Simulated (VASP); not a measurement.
# A VASP study of FeSi2 (Linzhiite) (rev-vdW-DF2 + U): structure first, properties next, part 4 of 10

Wanted: the relaxed cell of FeSi2 (Linzhiite) and its properties. The start is a cell from a database of measured crystal structures.

VASP 6.6.1, plane waves and PAW; the level of theory is named at each step.

Still holding for the runs below: A U on the itinerant d states of such a compound is hard to justify; it moves the bands at the Fermi level and favours large moments.

So far, pressure (GPa): step 2 (magnetic order: ferromagnetic) 12.1; step 3 (magnetic order: antiferromagnetic, q = (0, 0, 1/2)) 11.1; step 4 (magnetic order: antiferromagnetic, q = (1/2, 1/2, 1/2)) 4.73.

### 5. Magnetic order: antiferromagnetic, q = (1/2, 1/2, 0)

Level of this step: rev-vdW-DF2, DFT+U (Fe d 5 eV), spin-polarised from an antiferromagnetic start; plane waves and PAW (Fe, Si) (VASP).

Next, a pattern with opposite moments, which needs a doubled cell; q is given in the reciprocal vectors of the primitive cell.

INCAR

```
SYSTEM = FeSi2
PREC = Accurate
ENCUT = 400
EDIFF = 1E-06
NELM = 100
ISMEAR = 0
SIGMA = 0.05
LREAL = .FALSE.
ALGO = Normal
GGA = MK
AGGAC = 0
LUSE_VDW = .TRUE.
PARAM1 = 0.1234
PARAM2 = 0.711357
ZAB_VDW = -1.8867
LASPH = .TRUE.
NBANDS = 25
ISPIN = 2
MAGMOM = 3 -3 0 0 0 0
LDAU = .TRUE.
LDAUTYPE = 2
LDAUL = 2 -1
LDAUU = 5 0
LDAUJ = 0 0
LDAUPRINT = 1
LMAXMIX = 4
LORBIT = 11
LWAVE = .FALSE.
LCHARG = .FALSE.
KPAR = 8
ISIF = 2
```

POSCAR

```
FeSi2
1.0
    5.3920000000      0.0000000000      0.0000000000
    2.6960000000      2.6960000000      0.0000000000
    0.0000000000      0.0000000000      5.1470000000
Fe Si
2 4
Direct
    0.0000000000      0.5000000000      0.0000000000
    0.5000000000      0.5000000000      0.0000000000
    0.0000000000      0.0000000000      0.2717000000
    0.5000000000      0.0000000000      0.2717000000
    0.0000000000      0.0000000000      0.7283000000
    0.5000000000      0.0000000000      0.7283000000
```

KPOINTS

```
Automatic mesh
0
Gamma
8 8 5
0 0 0
```

PAW data sets: Fe and Si (PBE family, release 64).

Launch:

```sh
$ mpirun -np 8 vasp_std
```

The log of the run:

```text
[... set-up lines as in an earlier step ...]
 entering main loop
       N       E                     dE             d eps       ncg     rms          rms(c)
DAV:   1     0.175558077569E+03    0.17556E+03   -0.11151E+04  4500   0.106E+03
DAV:   2    -0.119159446083E+02   -0.18747E+03   -0.17375E+03  4502   0.257E+02
DAV:   3    -0.235689708464E+02   -0.11653E+02   -0.11020E+02  5883   0.770E+01
DAV:   4    -0.239780673515E+02   -0.40910E+00   -0.40620E+00  5738   0.137E+01
DAV:   5    -0.239936159905E+02   -0.15549E-01   -0.15534E-01  6348   0.258E+00    0.248E+01
DAV:   6    -0.266492623615E+02   -0.26556E+01   -0.34058E+01  6312   0.108E+02    0.216E+01
DAV:   7    -0.222355628046E+02    0.44137E+01   -0.18166E+01  5892   0.921E+01    0.878E+00
DAV:   8    -0.225279030510E+02   -0.29234E+00   -0.17824E+00  6151   0.821E+00    0.448E+00
DAV:   9    -0.225535069951E+02   -0.25604E-01   -0.22516E-01  6981   0.678E+00    0.146E+00
DAV:  10    -0.226135057033E+02   -0.59999E-01   -0.57808E-02  7660   0.295E+00    0.713E-01
DAV:  11    -0.226507071391E+02   -0.37201E-01   -0.38536E-02  7073   0.207E+00    0.341E-01
DAV:  12    -0.226560627613E+02   -0.53556E-02   -0.61546E-03  6509   0.109E+00    0.194E-01
DAV:  13    -0.226579050731E+02   -0.18423E-02   -0.18890E-03  6974   0.480E-01    0.907E-02
DAV:  14    -0.226585075183E+02   -0.60245E-03   -0.99941E-04  7044   0.346E-01    0.419E-02
DAV:  15    -0.226585598214E+02   -0.52303E-04   -0.11219E-04  6592   0.107E-01    0.227E-02
DAV:  16    -0.226585694024E+02   -0.95811E-05   -0.58261E-05  7265   0.864E-02    0.138E-02
DAV:  17    -0.226585731263E+02   -0.37238E-05   -0.80031E-06  6019   0.264E-02    0.456E-03
DAV:  18    -0.226585746096E+02   -0.14833E-05   -0.65993E-07  2832   0.124E-02    0.188E-03
DAV:  19    -0.226585746827E+02   -0.73056E-07   -0.38684E-07  2602   0.636E-03
   1 F= -.22658575E+02 E0= -.22657937E+02  d E =-.127613E-02  mag=    -0.0000
```

Elapsed: 2.1 min, on 8 MPI ranks of Intel Xeon 6975P-C (Granite Rapids), shared host; peak memory 4 GiB.

OUTCAR, selected parts (step 5):

```text
   k-points           NKPTS =     45   k-points in BZ     NKDIM =     45   number of bands    NBANDS=     25

   ENCUT  =  400.0 eV  29.40 Ry    5.42 a.u.   8.79  6.22  8.39*2*pi/ulx,y,z

   NELECT =      32.0000    total number of electrons

atom =   1  type =  1  l = 2

 onsite density matrix

spin component  1

  0.8549  0.0000 -0.0000 -0.0000  0.0000
  0.0000  0.8601 -0.0000  0.0000  0.0000
 -0.0000 -0.0000  0.8705  0.0000 -0.0000
 -0.0000  0.0000  0.0000  0.8601 -0.0000
  0.0000  0.0000 -0.0000 -0.0000  0.8317

spin component  2

  0.7993 -0.0000 -0.0000  0.0000  0.0000
 -0.0000  0.6690  0.0000 -0.0000 -0.0000
 -0.0000  0.0000  0.2746  0.0000 -0.0000
  0.0000 -0.0000  0.0000  0.6690  0.0000
  0.0000 -0.0000 -0.0000  0.0000  0.1468

 occupancies and eigenvectors

  o =  0.1468  v =  0.0000  0.0000  0.0000  0.0000  0.0000  0.0000 -0.0000  0.0000 -0.0000  1.0000      0.0000  0.0000  0.0000  0.0000  0.0000  0.0000  0.0000  0.0000  0.0000  0.0000
  o =  0.2746  v =  0.0000  0.0000  0.0000  0.0000  0.0000  0.0000 -0.0000  1.0000 -0.0000 -0.0000      0.0000  0.0000  0.0000  0.0000  0.0000  0.0000  0.0000  0.0000  0.0000  0.0000
  o =  0.6690  v =  0.0000  0.0000  0.0000  0.0000  0.0000  0.0000 -0.9889 -0.0000 -0.1485 -0.0000      0.0000  0.0000  0.0000  0.0000  0.0000  0.0000  0.0000  0.0000  0.0000  0.0000
  o =  0.6690  v =  0.0000  0.0000  0.0000  0.0000  0.0000  0.0000  0.1485  0.0000 -0.9889 -0.0000      0.0000  0.0000  0.0000  0.0000  0.0000  0.0000  0.0000  0.0000  0.0000  0.0000
  o =  0.7993  v =  0.0000  0.0000  0.0000  0.0000  0.0000  1.0000  0.0000  0.0000  0.0000  0.0000      0.0000  0.0000  0.0000  0.0000  0.0000  0.0000  0.0000  0.0000  0.0000  0.0000
  o =  0.8317  v =  0.0000  0.0000  0.0000  0.0000  1.0000  0.0000  0.0000  0.0000  0.0000  0.0000      0.0000  0.0000  0.0000  0.0000  0.0000  0.0000  0.0000  0.0000  0.0000  0.0000
  o =  0.8549  v =  1.0000  0.0000  0.0000  0.0000  0.0000  0.0000  0.0000  0.0000  0.0000  0.0000      0.0000  0.0000  0.0000  0.0000  0.0000  0.0000  0.0000  0.0000  0.0000  0.0000
  o =  0.8601  v =  0.0000 -0.9969  0.0000  0.0787  0.0000  0.0000  0.0000  0.0000  0.0000  0.0000      0.0000  0.0000  0.0000  0.0000  0.0000  0.0000  0.0000  0.0000  0.0000  0.0000
  o =  0.8601  v =  0.0000  0.0787 -0.0000  0.9969 -0.0000  0.0000  0.0000  0.0000  0.0000  0.0000      0.0000  0.0000  0.0000  0.0000  0.0000  0.0000  0.0000  0.0000  0.0000  0.0000
  o =  0.8705  v =  0.0000 -0.0000 -1.0000 -0.0000  0.0000  0.0000  0.0000  0.0000  0.0000  0.0000      0.0000  0.0000  0.0000  0.0000  0.0000  0.0000  0.0000  0.0000  0.0000  0.0000

atom =   2  type =  1  l = 2

 onsite density matrix

spin component  1

  0.7993 -0.0000 -0.0000  0.0000  0.0000
 -0.0000  0.6690 -0.0000  0.0000 -0.0000
 -0.0000 -0.0000  0.2746  0.0000 -0.0000
  0.0000  0.0000  0.0000  0.6690  0.0000
  0.0000 -0.0000 -0.0000  0.0000  0.1468

spin component  2

  0.8549  0.0000  0.0000 -0.0000  0.0000
  0.0000  0.8601 -0.0000 -0.0000  0.0000
  0.0000 -0.0000  0.8705  0.0000 -0.0000
 -0.0000 -0.0000  0.0000  0.8601 -0.0000
  0.0000  0.0000 -0.0000 -0.0000  0.8317

 occupancies and eigenvectors

  o =  0.1468  v =  0.0000 -0.0000 -0.0000 -0.0000 -1.0000  0.0000  0.0000  0.0000  0.0000  0.0000      0.0000  0.0000  0.0000  0.0000  0.0000  0.0000  0.0000  0.0000  0.0000  0.0000
  o =  0.2746  v =  0.0000  0.0000 -1.0000 -0.0000  0.0000  0.0000  0.0000  0.0000  0.0000  0.0000      0.0000  0.0000  0.0000  0.0000  0.0000  0.0000  0.0000  0.0000  0.0000  0.0000
  o =  0.6690  v =  0.0000 -0.9279 -0.0000 -0.3728  0.0000  0.0000  0.0000  0.0000  0.0000  0.0000      0.0000  0.0000  0.0000  0.0000  0.0000  0.0000  0.0000  0.0000  0.0000  0.0000
  o =  0.6690  v =  0.0000 -0.3728 -0.0000  0.9279 -0.0000  0.0000  0.0000  0.0000  0.0000  0.0000      0.0000  0.0000  0.0000  0.0000  0.0000  0.0000  0.0000  0.0000  0.0000  0.0000
  o =  0.7993  v =  1.0000  0.0000  0.0000  0.0000  0.0000  0.0000  0.0000  0.0000  0.0000  0.0000      0.0000  0.0000  0.0000  0.0000  0.0000  0.0000  0.0000  0.0000  0.0000  0.0000
  o =  0.8317  v =  0.0000  0.0000  0.0000  0.0000  0.0000  0.0000  0.0000  0.0000  0.0000  1.0000      0.0000  0.0000  0.0000  0.0000  0.0000  0.0000  0.0000  0.0000  0.0000  0.0000
  o =  0.8549  v =  0.0000  0.0000  0.0000  0.0000  0.0000  1.0000  0.0000  0.0000  0.0000  0.0000      0.0000  0.0000  0.0000  0.0000  0.0000  0.0000  0.0000  0.0000  0.0000  0.0000
  o =  0.8601  v =  0.0000  0.0000  0.0000  0.0000  0.0000  0.0000 -0.9366  0.0000 -0.3505  0.0000      0.0000  0.0000  0.0000  0.0000  0.0000  0.0000  0.0000  0.0000  0.0000  0.0000
  o =  0.8601  v =  0.0000  0.0000  0.0000  0.0000  0.0000  0.0000 -0.3505  0.0000  0.9366 -0.0000      0.0000  0.0000  0.0000  0.0000  0.0000  0.0000  0.0000  0.0000  0.0000  0.0000
  o =  0.8705  v =  0.0000  0.0000  0.0000  0.0000  0.0000  0.0000  0.0000  1.0000 -0.0000 -0.0000      0.0000  0.0000  0.0000  0.0000  0.0000  0.0000  0.0000  0.0000  0.0000  0.0000

 E-fermi :  10.0971

 spin component 1
 k-point     1 :       0.0000    0.0000    0.0000
  band No.  band energies     occupation
    ...
     12       7.4892      1.00000
     13       7.4893      1.00000
     14       7.8907      1.00000
     15       9.2140      1.00000
     16      10.0440      0.93348
     17      11.5542      0.00000
     18      12.7849      0.00000
     19      12.8274      0.00000
     20      12.8275      0.00000
     21      12.8858      0.00000
    ...

 k-point     2 :       0.1250    0.0000    0.0000
  band No.  band energies     occupation
    ...
     11       6.7704      1.00000
     12       7.3908      1.00000
     13       7.4398      1.00000
     14       7.7499      1.00000
     15       9.5049      1.00000
     16      10.2404      0.00003
     17      11.1702      0.00000
     18      11.8239      0.00000
     19      11.8351      0.00000
     20      12.8736      0.00000
    ...

Total vdW correction in eV:      3.8471037

  Total        2.3508989      2.3508989      2.2442299      0.0000000     -0.0000000      0.0000000
  in kB       50.3408553     50.3408553     48.0567045      0.0000000     -0.0000000      0.0000000
  external PRESSURE =      49.5794717 kB  Pullay stress =       0.0000000 kB

 POSITION                                       TOTAL-FORCE (eV/Angst)
 -----------------------------------------------------------------------------------
      1.34800      1.34800      0.00000         0.000000      0.000000     -0.000000
      4.04400      1.34800      0.00000         0.000000      0.000000     -0.000000
      0.00000      0.00000      1.39844         0.000000      0.000000      0.450090
      2.69600      0.00000      1.39844        -0.000000      0.000000      0.450090
      0.00000      0.00000      3.74856         0.000000     -0.000000     -0.450090
      2.69600      0.00000      3.74856        -0.000000     -0.000000     -0.450090
 -----------------------------------------------------------------------------------
    total drift:                                0.000000      0.000000     -0.000000

  FREE ENERGIE OF THE ION-ELECTRON SYSTEM (eV)
  ---------------------------------------------------
  free  energy   TOTEN  =       -22.6585746827 eV

  energy  without entropy=      -22.6572985540  energy(sigma->0) =      -22.65793662

Total vdW correction in eV:      3.8471030

 magnetization (x)
# of ion       s       p       d       tot
------------------------------------------
    1        0.022   0.052   1.717   1.790
    2       -0.022  -0.052  -1.717  -1.790
    3        0.000   0.000   0.000   0.000
    4        0.000   0.000   0.000   0.000
    5        0.000   0.000   0.000   0.000
    6        0.000   0.000   0.000   0.000
--------------------------------------------------
tot          0.000   0.000   0.000   0.000

[... 1 part as in an earlier step ...]

[... 14 further parts left out ...]
```

At this level the cell is under a pressure of 5.0 GPa, so at these settings it is away from equilibrium.

Numbers from this step:

```
irreducible k-points    : 45
free energy (TOTEN)     : -22.66 eV
energy at zero smearing : -22.66 eV
Fermi energy            : 10.10 eV
pressure                : 4.958 GPa
```

Spin moment in the PAW sphere by atom:

```csv
atom,spin moment in the PAW sphere (μB)
Fe1,1.79
Fe2,-1.79
Si3,0.00
Si4,0.00
Si5,0.00
Si6,0.00
```

Force by atom:

```csv
atom,x (eV/Å),y (eV/Å),z (eV/Å),size
Fe1,0.000,0.000,0.000,0.000
Fe2,0.000,0.000,0.000,0.000
Si3,0.000,0.000,0.450,0.450
Si4,0.000,0.000,0.450,0.450
Si5,0.000,0.000,-0.450,0.450
Si6,0.000,0.000,-0.450,0.450
```

The energy lies -39.9 meV an atom from the first pattern. The run ends antiferromagnetic with a largest moment of 1.79 μB, and the mesh shows no gap.

### 6. The orders side by side

This step: collinear orders at rev-vdW-DF2, DFT+U (Fe d 5 eV); plane waves and PAW (VASP 6.6.1).

No new run; the numbers come from the runs before.

Patterns, by row:

```csv
start,atoms,energy less that of the first (meV/atom),largest site moment (μB),end state
ferromagnetic,3,0,2.05,ferromagnetic
"antiferromagnetic, q = (0, 0, 1/2)",6,5,2.02,antiferromagnetic
"antiferromagnetic, q = (1/2, 1/2, 1/2)",6,-31.6,1.76,antiferromagnetic
"antiferromagnetic, q = (1/2, 1/2, 0)",6,-39.9,1.79,antiferromagnetic
```

The session goes on in the lowest magnetic state found: antiferromagnetic, q = (1/2, 1/2, 0). The next one lies 8.3 meV an atom higher.

[end of part 4 of 10]

[Lines on the potential files, build, host, timing and source positions are cut from VASP's logs without a mark.]

[Logs are printed without paths, hosts, clocks, repeated set-up lines and the standing remarks that a program may print on its own settings, such as how far it seeks lower states.]

[Hosts, paths, dates, database ids (printed as entryN), source tags and the programs' standing remarks are cut or masked in the printed files.]

[A measured line is paired with the nearest computed mode of its activity, which favours agreement.]
